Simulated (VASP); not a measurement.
The input files of a VASP run:

INCAR:
```
! general
SYSTEM  = Al
PREC    = Accurate
ENCUT   = 500
LREAL   = .FALSE.
LASPH   = .TRUE.

! electronic loop
EDIFF   = 1E-6
NELM    = 100
ALGO    = Normal
LMIXTAU = .TRUE.

! smearing
ISMEAR  = 1
SIGMA   = 0.1

! functional
METAGGA = R2SCAN

! ions
IBRION  = 2
NSW     = 40
ISIF    = 3
EDIFFG  = -0.02
PSTRESS = 50

! output
LWAVE   = .FALSE.
LCHARG  = .FALSE.
```

KPOINTS:
```
Automatic mesh
0
Gamma
16 16 16
0 0 0
```

File POSCAR:
```
Al
1.0
  0.0000000000   1.9626851118   1.9626851118
  1.9626851118   0.0000000000   1.9626851118
  1.9626851118   1.9626851118   0.0000000000
Al
1
Cart
  0.0000000000   0.0000000000   0.0000000000
```

POTCAR, in this order: Al (PBE.64 set). Program: vasp_std.

Q: Translate this r2SCAN calculation to Ansatz.

A: One equivalent input (not run):
Ansatz 0.2 input:
```yaml
crystal:
  lattice:
    - [0.0000000, 1.9626851, 1.9626851]
    - [1.9626851, 0.0000000, 1.9626851]
    - [1.9626851, 1.9626851, 0.0000000]
  atoms:
    - { symbol: Al, position: [0.0000000, 0.0000000, 0.0000000] }
kpoints:
  mp_grid: { grid: [16, 16, 16] }
hamiltonian:
  xc: r2scan
  pseudopotentials: { kind: paw }
scf:
  occupations: { method: methfessel_paxton, width: 0.1 }
  max_iter: 100
relax:
  max_steps: 40
  f_tol: 0.02
  cell: { p_target: 5 }
output: { forces: true, stress: true, eigenvalues: true }
```
The two are equivalent in intent, not identical: each code has its own PAW files, so the cut-off isn't converted (ENCUT is set for VASP's; basis.ecutwfc is left out, and Ansatz then takes the one that its files recommend); Ansatz stops its SCF on the density residual and VASP on the energy change (EDIFF).

The compound is Al in the fcc structure. It was relaxed first under an external pressure of 5 GPa.
